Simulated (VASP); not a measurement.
A run of VASP 6.6.1 is set up as follows.

The input INCAR:

```
ALGO = Normal ; DIPOL = 0.5 0.5 0.500
EDIFF = 1E-6 ; EDIFFG = -0.02
ENCUT = 520 ; IBRION = 2
IDIPOL = 3 ; ISIF = 2
ISMEAR = 1 ; KPAR = 4
LASPH = True ; LCHARG = False
LDIPOL = True ; LREAL = False
LWAVE = False ; NELM = 80
NSW = 80 ; PREC = Accurate
SIGMA = 0.1
```

Contents of KPOINTS:

```
k-points
0
Gamma
  14 14 1
```

POSCAR

```
Al
1.0
    2.8174514100      0.0000000000      0.0000000000
    0.0000000000      2.8174514100      0.0000000000
    0.0000000000      0.0000000000     26.9534340000
Al
7
Direct
    0.5000000000      0.5000000000      0.2782576800
    0.0000000000      0.0000000000      0.3521717900
    0.5000000000      0.5000000000      0.4260858900
    0.0000000000      0.0000000000      0.5000000000
    0.5000000000      0.5000000000      0.5739141100
    0.0000000000      0.0000000000      0.6478282100
    0.5000000000      0.5000000000      0.7217423200
```

Potentials or basis: VASP PAW LDA potentials, release 64 (Al).

Launch:

```bash
$ cat potpaw_LDA.64/Al/POTCAR > POTCAR
$ mpirun -np 4 vasp_std > vasp.out
```

(1) Predict the band gap on the k mesh.

(2) What does it give for the energy gained by relaxing?

Results:

(1) none (metal or under the smearing width).

(2) 0.4 meV/atom.
